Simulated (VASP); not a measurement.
Consider the following.

```yaml
crystal:
  lattice:
    - [1.57080, -2.72071, 0.00000]
    - [1.57080, 2.72071, 0.00000]
    - [0.00000, 0.00000, 5.15100]
  atoms:
    - { symbol: Si, position: [0.66667, 0.33333, 0.50000] }
    - { symbol: Si, position: [0.33333, 0.66667, 0.00000] }
    - { symbol: C, position: [0.66667, 0.33333, 0.87500] }
    - { symbol: C, position: [0.33333, 0.66667, 0.37500] }
```

Level of theory: PBE GGA, VASP's PBE PAW potentials (set 64) (plane waves; VASP 6.6.1). Settings: 520 eV cut-off, 7×7×4 Γ-centred mesh, first-order Methfessel-Paxton smearing of 0.010 eV, potentials Si C.

Task: Give the stress tensor in GPa (positive for a compressed cell).

Result: 
```
-9.45   0.00   0.00
 0.00  -9.45   0.00
 0.00   0.00  -8.55
```
The pressure is its mean diagonal, -9.15 GPa.

The compound is SiC in the wurtzite structure, the rare 2H polytype. The cell was not relaxed at this level. The run is one of a series of settings (ISMEAR = 1, SIGMA = 0.01 against the base run), some of them coarse on purpose.
